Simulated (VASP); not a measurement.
# BaTiO3 (Pm-3m) in VASP: Born charges and dielectric tensor with LDA

Aim: the Born charges and dielectric tensor of BaTiO3 with LDA.

Everything below comes from runs of VASP 6.6.1. Logs are shortened: lines on timing, memory, paths and dates and some standing lists are left out, and cuts for length are marked.

## Step 1: The crystal as given

It takes space group Pm-3m (No. 221, cubic). Conventional cell: a = 3.950 Å, b = 3.950 Å, c = 3.950 Å, α = 90.00°, β = 90.00°, γ = 90.00°. Ba (site symmetry m-3m) has 12 O at 2.79 Å as nearest neighbours. Around Ti (site symmetry m-3m) lie 6 O at 1.97 Å. O (site symmetry 4/mmm) is surrounded by 2 Ti at 1.97 Å.

## Step 2: Born charges and dielectric tensor, LDA

INCAR

```
SYSTEM = BaTiO3
PREC = Accurate
ENCUT = 600
EDIFF = 1E-8
ISMEAR = 0
SIGMA = 0.02
LREAL = .False.
LASPH = .True.
NELM = 80
ALGO = Normal
ISIF = 2
LWAVE = .False.
LCHARG = .False.
GGA = CA
LEPSILON = .True.
IBRION = 8
NSW = 1
```

KPOINTS

```
regular mesh
0
Gamma
  4 4 4
  0 0 0
```

POSCAR

```
BaTiO3
1.0
    3.9496200000      0.0000000000      0.0000000000
    0.0000000000      3.9496200000      0.0000000000
    0.0000000000      0.0000000000      3.9496200000
Ba Ti O
1 1 3
Direct
    0.0000000000      0.0000000000      0.0000000000
    0.5000000000      0.5000000000      0.5000000000
    0.5000000000      0.5000000000      0.0000000000
    0.0000000000      0.5000000000      0.5000000000
    0.5000000000      0.0000000000      0.5000000000
```

Potentials or basis: VASP PAW LDA potentials, release 64 (Ba_sv, Ti_sv, O).

On the command line:

```bash
> cat potpaw_LDA.64/Ba_sv/POTCAR potpaw_LDA.64/Ti_sv/POTCAR potpaw_LDA.64/O/POTCAR > POTCAR
> mpirun -np 1 vasp_std > vasp.out
```

OUTCAR:

```text
SYSTEM = BaTiO3
   PREC = Accurate
   ENCUT = 600
   EDIFF = 1E-8
   ISMEAR = 0
   LREAL = .False.
   LASPH = .True.
   NELM = 80
   ISIF = 2
   GGA = CA
   LEPSILON = .True.
   IBRION = 8
   NSW = 1

 ion  position               nearest neighbor table
   1  0.000  0.000  0.000-   3 2.79   4 2.79   5 2.79   4 2.79   5 2.79   3 2.79   4 2.79   4 2.79
                             3 2.79   5 2.79   5 2.79   3 2.79   2 3.42   2 3.42   2 3.42   2 3.42
   2  0.500  0.500  0.500-   3 1.97   4 1.97   5 1.97   3 1.97   5 1.97   4 1.97   1 3.42   1 3.42
                             1 3.42   1 3.42   1 3.42   1 3.42   1 3.42   1 3.42
   3  0.500  0.500  0.000-   2 1.97   2 1.97   1 2.79   1 2.79   1 2.79   1 2.79
   4  0.000  0.500  0.500-   2 1.97   2 1.97   1 2.79   1 2.79   1 2.79   1 2.79
   5  0.500  0.000  0.500-   2 1.97   2 1.97   1 2.79   1 2.79   1 2.79   1 2.79

  LATTYP: Found a simple cubic cell.
 ALAT       =     3.9496200000

  Lattice vectors:

 A1 = (   3.9496200000,   0.0000000000,   0.0000000000)
 A2 = (   0.0000000000,   3.9496200000,   0.0000000000)
 A3 = (   0.0000000000,   0.0000000000,   3.9496200000)

Analysis of symmetry for initial positions (statically):
=====================================================================
 Subroutine PRICEL returns:
 Original cell was already a primitive cell.

 Routine SETGRP: Setting up the symmetry group for a
 simple cubic supercell.

 Subroutine GETGRP returns: Found 48 space group operations
 (whereof 48 operations were pure point group operations)
 out of a pool of 48 trial point group operations.

The static configuration has the point symmetry O_h .

Analysis of symmetry for dynamics (positions and initial velocities):
=====================================================================
 Subroutine PRICEL returns:
 Original cell was already a primitive cell.

 Routine SETGRP: Setting up the symmetry group for a
 simple cubic supercell.

 Subroutine GETGRP returns: Found 48 space group operations
 (whereof 48 operations were pure point group operations)
 out of a pool of 48 trial point group operations.

The dynamic configuration has the point symmetry O_h .

 Subroutine INISYM returns: Found 48 space group operations
 (whereof 48 operations are pure point group operations),
 and found     1 'primitive' translations

----------------------------------------------------------------------------------------

                                     Primitive cell

  volume of cell :      61.6121

  direct lattice vectors                    reciprocal lattice vectors
     3.949620000  0.000000000  0.000000000     0.253188914  0.000000000  0.000000000
     0.000000000  3.949620000  0.000000000     0.000000000  0.253188914  0.000000000
     0.000000000  0.000000000  3.949620000     0.000000000  0.000000000  0.253188914

  length of vectors
     3.949620000  3.949620000  3.949620000     0.253188914  0.253188914  0.253188914

  position of ions in fractional coordinates (direct lattice)
     0.000000000  0.000000000  0.000000000
[... 480 lines left out ...]
 -----------------------------------------------------------------------------
     0.00060  0.00000  0.00000
     0.00000  0.00060 -0.00000
    -0.00000  0.00000  0.00149

 MACROSCOPIC STATIC DIELECTRIC TENSOR (including local field effects in DFT)
 ------------------------------------------------------
           7.454964     0.000000    -0.000000
          -0.000000     7.454964     0.000000
           0.000000     0.000000     7.454964
 ------------------------------------------------------

 PIEZOELECTRIC TENSOR (including local field effects)  for field in x, y, z        (e  Angst)
          XX          YY          ZZ          XY          YZ          ZX
  --------------------------------------------------------------------------------
  x     0.00000     0.00000     0.00000     0.00000     0.00000     0.00000
  y     0.00000     0.00000     0.00000     0.00000     0.00000     0.00000
  z     0.00000     0.00000     0.00000     0.00000     0.00000     0.00000

 PIEZOELECTRIC TENSOR (including local field effects)  for field in x, y, z        (C/m^2)
          XX          YY          ZZ          XY          YZ          ZX
  --------------------------------------------------------------------------------
  x     0.00000     0.00000     0.00000     0.00000     0.00000     0.00000
  y     0.00000     0.00000     0.00000     0.00000     0.00000     0.00000
  z     0.00000     0.00000     0.00000     0.00000     0.00000     0.00000

 BORN EFFECTIVE CHARGES (including local field effects) (in |e|, cummulative output)
 ---------------------------------------------------------------------------------
 ion    1
    1     2.80815    -0.00000     0.00000
    2    -0.00000     2.80815    -0.00000
    3    -0.00000    -0.00000     2.80815
 ion    2
    1     8.00668    -0.00000    -0.00000
    2    -0.00000     8.00668    -0.00000
    3    -0.00000    -0.00000     8.00668
 ion    3
    1    -2.26859    -0.00000     0.00000
    2     0.00000    -2.26859     0.00000
    3     0.00000    -0.00000    -6.27764
 ion    4
    1    -6.27764    -0.00000     0.00000
    2     0.00000    -2.26859     0.00000
    3     0.00000     0.00000    -2.26859
 ion    5
    1    -2.26859     0.00000    -0.00000
    2    -0.00000    -6.27764    -0.00000
    3    -0.00000     0.00000    -2.26859

 INTERNAL STRAIN TENSOR FOR ION    5 for displacements in x,y,z  (eV/Angst):
          X           Y           Z          XY          YZ          ZX
  --------------------------------------------------------------------------------
  x     0.00000     0.00000     0.00000     0.00000     0.00000     0.00000
  y     0.00000     0.00000     0.00000     0.00000     0.00000     0.00000
  z     0.00000     0.00000     0.00000     0.00000     0.00000     0.00000

 SECOND DERIVATIVES (NOT SYMMETRIZED)
 ------------------------------------
               1X          1Y          1Z          2X          2Y          2Z          3X          3Y          3Z          4X          4Y          4Z          5X          5Y          5Z
  1X    -7.224426   -0.000000    0.000000    3.853724   -0.000000    0.000000    1.055753    0.000000    0.000000    1.259196    0.000000   -0.000000    1.055753    0.000000   -0.000000
  1Y    -0.000000   -7.224426   -0.000000   -0.000000    3.853724   -0.000000    0.000000    1.055753    0.000000    0.000000    1.055753    0.000000    0.000000    1.259196    0.000000
  1Z     0.000000    0.000000   -7.224426   -0.000000   -0.000000    3.853724    0.000000    0.000000    1.259196    0.000000   -0.000000    1.055753    0.000000    0.000000    1.055753
  2X     3.827661    0.000000   -0.000000    0.867634   -0.000000   -0.000000   -0.080726   -0.000000   -0.000000   -4.533843   -0.000000   -0.000000   -0.080726   -0.000000   -0.000000
  2Y     0.000000    3.827661    0.000000   -0.000000    0.867634   -0.000000   -0.000000   -0.080726   -0.000000   -0.000000   -0.080726    0.000000   -0.000000   -4.533843   -0.000000
  2Z    -0.000000   -0.000000    3.827661   -0.000000   -0.000000    0.867634    0.000000    0.000000   -4.533843   -0.000000    0.000000   -0.080726    0.000000   -0.000000   -0.080726
  3X     1.050387    0.000000    0.000000   -0.077678    0.000000    0.000000   -5.192742    0.000000    0.000000    4.900106    0.000000    0.000000   -0.680073    0.000000    0.000000
  3Y     0.000000    1.050387    0.000000    0.000000   -0.077678    0.000000    0.000000   -5.192742    0.000000    0.000000   -0.680073    0.000000    0.000000    4.900106    0.000000
  3Z    -0.000000   -0.000000    1.252794    0.000000    0.000000   -4.618858   -0.000000   -0.000000   -6.410723    0.000000   -0.000000    4.888393   -0.000000    0.000000    4.888393
  4X     1.252794    0.000000    0.000000   -4.618858   -0.000000    0.000000    4.888393    0.000000    0.000000   -6.410723   -0.000000   -0.000000    4.888393    0.000000   -0.000000
  4Y     0.000000    1.050387    0.000000    0.000000   -0.077678    0.000000    0.000000   -0.680073    0.000000    0.000000   -5.192742    0.000000    0.000000    4.900106    0.000000
  4Z     0.000000    0.000000    1.050387    0.000000    0.000000   -0.077678    0.000000    0.000000    4.900106    0.000000    0.000000   -5.192742    0.000000    0.000000   -0.680073
  5X     1.050387    0.000000    0.000000   -0.077678    0.000000    0.000000   -0.680073    0.000000    0.000000    4.900106    0.000000    0.000000   -5.192742    0.000000    0.000000
  5Y     0.000000    1.252794    0.000000    0.000000   -4.618858   -0.000000   -0.000000    4.888393    0.000000    0.000000    4.888393   -0.000000   -0.000000   -6.410723   -0.000000
  5Z     0.000000    0.000000    1.050387    0.000000    0.000000   -0.077678    0.000000    0.000000    4.900106    0.000000    0.000000   -0.680073    0.000000    0.000000   -5.192742

 Eigenvectors and eigenvalues of the dynamical matrix
 ----------------------------------------------------

   1 f  =   14.268459 THz    89.651369 2PiTHz  475.944546 cm-1    59.009576 meV
             X         Y         Z           dx          dy          dz
      0.000000  0.000000  0.000000     0.004855   -0.003427    0.000000
      1.974810  1.974810  1.974810    -0.112976    0.079738    0.000000
      1.974810  1.974810  0.000000     0.388777   -0.274398   -0.000000
      0.000000  1.974810  1.974810    -0.593639   -0.274398    0.000000
      1.974810  0.000000  1.974810     0.388777    0.418989    0.000000
[... 105 lines left out ...]
  15 f/i=    6.222032 THz    39.094182 2PiTHz  207.544659 cm-1    25.732247 meV
             X         Y         Z           dx          dy          dz
      0.000000  0.000000  0.000000    -0.007522   -0.007693   -0.001263
      1.974810  1.974810  1.974810    -0.472749   -0.483526   -0.079352
      1.974810  1.974810  0.000000     0.229864    0.235104    0.065628
      0.000000  1.974810  1.974810     0.390986    0.235104    0.038583
      1.974810  0.000000  1.974810     0.229864    0.399900    0.038583

--------------------------------------------------------------------------------------------------------

 MACROSCOPIC STATIC DIELECTRIC TENSOR IONIC CONTRIBUTION
 ------------------------------------------------------
           0.540466    -0.000000    -0.000000
          -0.000000     0.540466     0.000000
          -0.000000     0.000000     0.540466
 ------------------------------------------------------

 ELASTIC MODULI CONTR FROM IONIC RELAXATION (kBar)
 Direction    XX          YY          ZZ          XY          YZ          ZX
 --------------------------------------------------------------------------------
 XX           0.0000      0.0000      0.0000      0.0000      0.0000      0.0000
 YY           0.0000      0.0000      0.0000      0.0000      0.0000      0.0000
 ZZ           0.0000      0.0000      0.0000      0.0000      0.0000      0.0000
 XY           0.0000      0.0000      0.0000      0.0000      0.0000      0.0000
 YZ           0.0000      0.0000      0.0000      0.0000      0.0000      0.0000
 ZX           0.0000      0.0000      0.0000      0.0000      0.0000      0.0000
 --------------------------------------------------------------------------------

 PIEZOELECTRIC TENSOR IONIC CONTR  for field in x, y, z        (C/m^2)
          XX          YY          ZZ          XY          YZ          ZX
  --------------------------------------------------------------------------------
  x     0.00000     0.00000     0.00000     0.00000     0.00000     0.00000
  y     0.00000     0.00000     0.00000     0.00000     0.00000     0.00000
  z     0.00000     0.00000     0.00000     0.00000     0.00000     0.00000
```

It took 11 min on 1 thread of AMD EPYC 7R13 (Zen 3), shared host; peak memory 0.29 GiB.

What came out:

* Band gap on the k mesh: 1.71 eV, indirect (least direct gap 1.81 eV)
* Electronic dielectric tensor (diagonal): 7.45
* Born charges (mean of the diagonal): Ba +2.81; Ti +8.01; O -3.60 e
* Highest phonon frequency at Γ, LO-TO splitting left out: 476 cm⁻¹
* Most unstable mode: 208i cm⁻¹

Levels at points of the mesh, in eV from the valence-band top:
```tsv
k point	band 18	band 19	band 20	band 21	band 22	band 23
(0.00, 0.00, 0.00)	-0.10	-0.10	-0.10	1.71	1.71	1.71
(0.50, 0.00, 0.00)	-1.91	-0.72	-0.72	1.89	3.64	3.64
(0.50, 0.50, 0.00)	-0.84	-0.84	-0.10	3.65	3.65	4.07
(0.50, 0.50, 0.50)	0.00	0.00	0.00	4.38	4.38	4.38
```

Phonon frequencies in cm⁻¹ (negative: imaginary):
```
              q point                                               frequencies
(0.000, 0.000, 0.000)  -208 -208 -208 1 1 1 186 186 186 277 277 277 476 476 476
```

Electronic dielectric tensor:
```
7.45 0.00 0.00
0.00 7.45 0.00
0.00 0.00 7.45
```

Born effective charge tensors (e):
atom 1, Ba
```
2.81 0.00 0.00
0.00 2.81 0.00
0.00 0.00 2.81
```
atom 2, Ti
```
8.01 0.00 0.00
0.00 8.01 0.00
0.00 0.00 8.01
```
atom 3, O
```
-2.27  0.00  0.00
 0.00 -2.27  0.00
 0.00  0.00 -6.28
```
atom 4, O
```
-6.28  0.00  0.00
 0.00 -2.27  0.00
 0.00  0.00 -2.27
```
atom 5, O
```
-2.27  0.00  0.00
 0.00 -6.28  0.00
 0.00  0.00 -2.27
```

Caveat: some modes are imaginary; spin-orbit coupling is left out, which moves the levels of the heavy elements. A k mesh can miss the band edges.
